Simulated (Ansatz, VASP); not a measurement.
# Cross-check of Al7Ga11N18 (random wurtzite alloy of AlN and GaN) between VASP and Ansatz, part 2 of 2

Wanted: the spread between two codes on one cell, functional and k mesh. The cell is taken from a series of runs on this material, whose earlier steps may have relaxed, scaled, displaced or heated it; both programs get it as it stands.

VASP 6.6.1 and Ansatz 0.2.0.

So far: Starting point; Ansatz: single point, PBE.

## (3) VASP: single point, PBE

Level of this step: PBE; plane waves and PAW (Ga_d, N, Al) (VASP).

The same cell, functional, mesh and smearing now go to VASP, with its own data sets.

Lines of VASP's logs that name or quote its potential files are left out, and so is its time.

INCAR reads:

```
SYSTEM = Al7Ga11N18
PREC = Accurate
ENCUT = 600
EDIFF = 1E-06
NELM = 120
ISMEAR = -1
SIGMA = 0.025
LREAL = Auto
ALGO = Normal
GGA = PE
NBANDS = 304
LORBIT = 11
LWAVE = .FALSE.
LCHARG = .FALSE.
ISIF = 2
LASPH = .TRUE.
GGA_COMPAT = .FALSE.
EFERMI = MIDGAP
KPAR = 8
```

POSCAR reads:

```
Al7Ga11N18
1.0
    9.5469400000      0.0000200000     -0.0007500000
   -4.7734600000      8.2676300000      0.0002000000
   -0.0008000000     -0.0002100000     10.3252200000
Ga N Al
22 36 14
Direct
    0.0025700000      0.0020600000      0.0005600000
    0.0009600000      0.0014800000      0.4983500000
    0.0014500000      0.3339500000      0.9983700000
    0.1117800000      0.5564500000      0.2507400000
    0.0020200000      0.3347000000      0.5004400000
    0.9989800000      0.6667000000      0.9995800000
    0.9990300000      0.6666800000      0.4997100000
    0.1122100000      0.8899500000      0.7509200000
    0.3341300000      0.0020300000      0.4984100000
    0.3341800000      0.3342100000      0.4987400000
    0.4435100000      0.5537000000      0.7487400000
    0.3338300000      0.6663400000      0.9994700000
    0.4426100000      0.8885000000      0.2494100000
    0.4424000000      0.8895300000      0.7493600000
    0.6658500000      0.0008600000      0.9991500000
    0.7780000000      0.2246200000      0.2481900000
    0.6658000000      0.9993400000      0.4993400000
    0.7783300000      0.2257800000      0.7507300000
    0.6650900000      0.3351400000      0.4994500000
    0.6653100000      0.6641200000      0.0005500000
    0.7785300000      0.8874200000      0.2507200000
    0.7788200000      0.8885600000      0.7481400000
    0.1171300000      0.2261400000      0.0639800000
    0.0065600000      0.0040400000      0.3067900000
    0.1125000000      0.2230500000      0.5663000000
    0.0029400000      0.0062800000      0.8098600000
    0.1112900000      0.5561900000      0.0612300000
    0.0030600000      0.3305800000      0.3094600000
    0.1167400000      0.5594300000      0.5629300000
    0.0063500000      0.3371000000      0.8069200000
    0.1166200000      0.8914500000      0.0632800000
    0.9967800000      0.6700200000      0.3076300000
    0.1117900000      0.8898200000      0.5608900000
    0.9968200000      0.6612700000      0.8073700000
    0.4447500000      0.2231600000      0.0605700000
    0.3311200000      0.0047200000      0.3068100000
    0.4441600000      0.2229500000      0.5681000000
    0.3362400000      0.0064000000      0.8157900000
    0.4416100000      0.5504600000      0.0651600000
    0.3335900000      0.3330100000      0.3062900000
    0.4472200000      0.5609800000      0.5570200000
    0.3308400000      0.3290300000      0.8148900000
    0.4411500000      0.8914600000      0.0588200000
    0.3363700000      0.6642000000      0.3143400000
    0.4408400000      0.8842200000      0.5583800000
    0.3281900000      0.6639900000      0.8088900000
    0.7756300000      0.2264600000      0.0570800000
    0.6668200000      0.0009100000      0.3094100000
    0.7775500000      0.2236800000      0.5601900000
    0.6667800000      0.0003800000      0.8090900000
    0.7751500000      0.5503700000      0.0649300000
    0.6626800000      0.3363100000      0.3077100000
    0.7747100000      0.5586300000      0.5644100000
    0.6637400000      0.3376200000      0.8138400000
    0.7777600000      0.8886800000      0.0605000000
    0.6637500000      0.6605900000      0.3126600000
    0.7756200000      0.8835200000      0.5570200000
    0.6688600000      0.6638900000      0.8098500000
    0.1136300000      0.2232100000      0.2489800000
    0.1135700000      0.2243200000      0.7514000000
    0.1108000000      0.5558000000      0.7488000000
    0.1116500000      0.8901700000      0.2490100000
    0.3340900000      0.0029200000      0.0013200000
    0.4438100000      0.2237900000      0.2471700000
    0.4443300000      0.2239900000      0.7540900000
    0.3342600000      0.3332100000      0.0016800000
    0.4445900000      0.5543700000      0.2515000000
    0.3336800000      0.6665600000      0.4998600000
    0.6645200000      0.3343100000      0.0002100000
    0.7764400000      0.5557400000      0.2501700000
    0.7770200000      0.5546600000      0.7501100000
    0.6659000000      0.6656000000      0.4988400000
```

KPOINTS reads:

```
Automatic mesh
0
Gamma
2 2 2
0 0 0
```

Potentials, in the order of the species: Ga_d, N and Al (PBE family, release 64).

Command:

```
$ mpirun -np 8 vasp_std
```

Numbers of over 12 decimals in the logs are rounded to 6 here.

Log:

```text
[banner, memory and clock lines left out]
running    8 mpi-ranks, on    1 nodes
[...]
|                                                                             |
|           W    W    AA    RRRRR   N    N  II  N    N   GGGG   !!!           |
|           W    W   A  A   R    R  NN   N  II  NN   N  G    G  !!!           |
|           W    W  A    A  R    R  N N  N  II  N N  N  G       !!!           |
|           W WW W  AAAAAA  RRRRR   N  N N  II  N  N N  G  GGG   !            |
|           WW  WW  A    A  R   R   N   NN  II  N   NN  G    G                |
|           W    W  A    A  R    R  N    N  II  N    N   GGGG   !!!           |
|                                                                             |
|     For optimal performance we recommend to set                             |
|       NCORE = 2 up to number-of-cores-per-socket                            |
|     NCORE specifies how many cores store one orbital (NPAR=cpu/NCORE).      |
|     This setting can greatly improve the performance of VASP for DFT.       |
[...]
|                                                                             |
|     Suggested SOLUTIONS:                                                    |
|      ) Refine the lattice parameters of your structure,                     |
|      ) and/or try changing SYMPREC.                                         |
|                                                                             |

 LDA part: xc-table for (Slater+PW92), standard interpolation
 POSCAR, INCAR and KPOINTS ok, starting setup
[...]
entering main loop
       N       E                     dE             d eps       ncg     rms          rms(c)
DAV:   1     0.965425516166E+04    0.96543E+04   -0.19578E+05  5000   0.292E+03
DAV:   2     0.220422054452E+04   -0.74500E+04   -0.70395E+04  4864   0.886E+02
DAV:   3    -0.179994648014E+03   -0.23842E+04   -0.22289E+04  6160   0.326E+02
DAV:   4    -0.522557671998E+03   -0.34256E+03   -0.33605E+03  6032   0.125E+02
[...]
DAV:  18    -0.475675244288E+03   -0.31613E-05   -0.26847E-05  4968   0.202E-02    0.166E-02
DAV:  19    -0.475675245491E+03   -0.12026E-05   -0.20869E-06  3760   0.365E-02    0.132E-02
DAV:  20    -0.475675246362E+03   -0.87119E-06   -0.37918E-06  4232   0.260E-02
   1 F= -.47567525E+03 E0= -.47567525E+03  d E =0.000000E+00
```

Parts of OUTCAR (step 3):

```text
 POSITION                                       TOTAL-FORCE (eV/Angst)
 -----------------------------------------------------------------------------------
      0.01470      0.01703      0.00578        -0.002061     -0.002186      0.000749
      0.00170      0.01213      5.14557         0.002053     -0.000333      0.002999
     -1.58105      2.76077     10.30846        -0.001010      0.003683      0.001129
     -1.58924      4.60047      2.58897         0.000921     -0.002143     -0.005326
     -1.57879      2.76707      5.16722        -0.000654     -0.003190      0.001716
      6.35394      5.51184     10.32027         0.003222     -0.001628      0.002855
      6.35491      5.51178      5.15900        -0.000788      0.005373      0.001347
     -3.17748      7.35762      7.75351        -0.001805      0.001629     -0.003309
      3.17983      0.01669      5.14594        -0.003176     -0.001129      0.003122
      1.59466      2.76303      5.14942         0.000303     -0.002525      0.001572
      1.59050      4.57764      7.73068        -0.000518      0.001921     -0.000669
      0.00551      5.50885     10.31963        -0.006168      0.000195     -0.000406
     -0.01585      7.34575      2.57506         0.003943      0.001308     -0.001445
     -0.02317      7.35416      7.73715         0.002160      0.001207      0.000695
[...]
-----------------------------------------------------------------------------------
    total drift:                                0.004641     -0.001359     -0.004036

  FREE ENERGIE OF THE ION-ELECTRON SYSTEM (eV)
  ---------------------------------------------------
  free  energy   TOTEN  =      -475.6752463619 eV

  energy  without entropy=     -475.6752463619  energy(sigma->0) =     -475.67524636

[... 1 further part left out ...]
```

The run ends at a pressure of -0.17 GPa, with forces up to 0.027 eV/Å.

## (4) Differences

Known differences besides the potentials themselves: the cutoff is 420 eV in Ansatz and 600 eV in VASP (PREC = Accurate, projectors in real space). Total energies have different zeros and are not compared.

Both answers:

| quantity | Ansatz | VASP | difference |
| --- | --- | --- | --- |
| pressure (GPa) | 0.00 | -0.17 | +0.17 |
| gap on the k mesh (eV) | 2.545 | 2.552 | -0.007 |

At this near-relaxed geometry the largest component of a force difference is 22 meV/Å. A gap on the mesh is an upper bound, since the band edges may lie between its points.

## (5) What came out

| Quantity | Value |
| --- | --- |
| difference in gap on the k mesh (single point, PBE) | -0.0068 eV |
| r.m.s. force difference (single point, PBE) | 8.4 meV/Å |

In words: The r.m.s. force difference is 8.4 meV/Å (single point, PBE), within the 12 meV/Å picked in this series as the mark of a large difference. How closely two codes agree says nothing of how well the functional describes the real material.

[Lines on the potential files, build, host, timing and source positions are cut from VASP's logs without a mark.]

[Logs are printed without paths, hosts, clocks, repeated set-up lines and the standing remarks that a program may print on its own settings, such as how far it seeks lower states.]

[Hosts, paths, dates, database ids (printed as entryN), source tags and the programs' standing remarks are cut or masked in the printed files.]
